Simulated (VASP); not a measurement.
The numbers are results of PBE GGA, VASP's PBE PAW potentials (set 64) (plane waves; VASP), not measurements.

The input files of a VASP run:

POSCAR:
```
Pt3Ti
1.0
  3.9200000000   0.0000000000   0.0000000000
  0.0000000000   3.9200000000   0.0000000000
  0.0000000000   0.0000000000   3.9200000000
Ti Pt
1 3
direct
  0.0000000000   0.0000000000   0.0000000000
  0.0000000000   0.5000000000   0.5000000000
  0.5000000000   0.0000000000   0.5000000000
  0.5000000000   0.5000000000   0.0000000000
```

### KPOINTS
```
kpoints
0
G
 6 6 6
0 0 0
```

INCAR:
```
SYSTEM = Pt3Ti
PREC = Accurate
ENCUT = 300
EDIFF = 1E-6
NELM = 100
ALGO = Normal
LREAL = .FALSE.
LASPH = .TRUE.
ISMEAR = -1
SIGMA = 0.1
GGA = PE
LMAXMIX = 6
LWAVE = .FALSE.
LCHARG = .FALSE.
ISIF = 3
IBRION = 2
NSW = 50
EDIFFG = -0.01
```

POTCAR, in this order: Ti_sv Pt (PBE.64 set). Program: vasp_std.

At this cut-off the stress carries a Pulay error, which pulls relaxed volumes low. Unless said otherwise, spin-orbit coupling is left out, though it shifts the bands of the heavy elements here.

### Question
Predict the energy per atom (σ→0), volume per atom, band gap (on the k-mesh).

### Answer

```yaml
energy per atom (σ→0): -7.385 eV/atom
band gap (on the k-mesh): none (metal, semimetal or under 0.01 eV)
volume_per_atom: 15.34 Å³/atom
```

OSZICAR:
```
...
DAV:   5    -0.295668972682E+02   -0.33190E-02   -0.30226E-02  1298   0.105E+00    0.347E-01
DAV:   6    -0.295711971166E+02   -0.42998E-02   -0.13329E-02  1426   0.337E-01    0.266E-01
DAV:   7    -0.295712190581E+02   -0.21941E-04   -0.96968E-04  1314   0.183E-01    0.157E-01
DAV:   8    -0.295714399598E+02   -0.22090E-03   -0.22433E-04  1302   0.112E-01    0.337E-02
DAV:   9    -0.295714473566E+02   -0.73968E-05   -0.29042E-05  1400   0.200E-02    0.307E-02
DAV:  10    -0.295714431072E+02    0.42494E-05   -0.28505E-05  1403   0.351E-02    0.425E-03
DAV:  11    -0.295714429083E+02    0.19889E-06   -0.54870E-07   582   0.533E-03
   3 F= -.29571443E+02 E0= -.29539517E+02  d E =-.146598E-01
```

The structure is a typed Pt3Ti crystal (Pm-3m). This run relaxes it. Symmetry was kept, so distortions that lower it aren't found. The run is one of a series of settings (EDIFFG = -0.01, IBRION = 2, ISIF = 3, NSW = 50 against the base run), some of them coarse on purpose.
